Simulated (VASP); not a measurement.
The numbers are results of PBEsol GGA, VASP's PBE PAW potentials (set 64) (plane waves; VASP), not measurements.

The input files of a VASP run:

**POSCAR**
```
WS2 monolayer
1.0
  3.1475547377   0.0000000000   0.0000000000
 -1.5737773689   2.7258623408   0.0000000000
  0.0000000000   0.0000000000  19.6444354336
W S
1 2
Direct
  0.6666670000   0.3333330000   0.5000000000
  0.3333330000   0.6666670000   0.5823310000
  0.3333330000   0.6666670000   0.4176690000
```

### KPOINTS
```
Automatic mesh
0
Gamma
12 12 1
0 0 0
```

INCAR:
```
! general
SYSTEM =WS2 monolayer
PREC   =Normal
ENCUT  =400   ! plane-wave cut-off (eV)
LREAL  =.False.
LASPH  =.True.   ! aspherical one-centre terms

! electronic loop
EDIFF  =1E-5   ! SCF stop (eV)
NELM   =100   ! most electronic steps
NELMIN =4
ALGO   =Normal
LMAXMIX=6   ! l cut-off of mixed one-centre charges

! smearing
ISMEAR =0   ! Gaussian
SIGMA  =0.05   ! width (eV)

! functional
GGA    =PS   ! PBEsol

! ions
IBRION =2   ! conjugate gradients
NSW    =50   ! most ionic steps
ISIF   =4   ! ions and shape, fixed volume
EDIFFG =-0.03

! output
LWAVE  =.True.
LCHARG =.False.
```

POTCAR, in this order: W_sv S (PBE.64 set). Program: vasp_std.

### Question
What will the output report for the number of irreducible k-points (NKPTS), largest plane-wave count, number of space-group operations, FFT grid (NGX, NGY, NGZ)?

### Answer

```
Property                                       Value
--------------------------------------  ------------
number of irreducible k-points (NKPTS)            19
largest plane-wave count                        3083
number of space-group operations                  12
FFT grid (NGX, NGY, NGZ)                16 × 16 × 96
```

The cell is a sheet with vacuum, built from WS2 (2H layered).
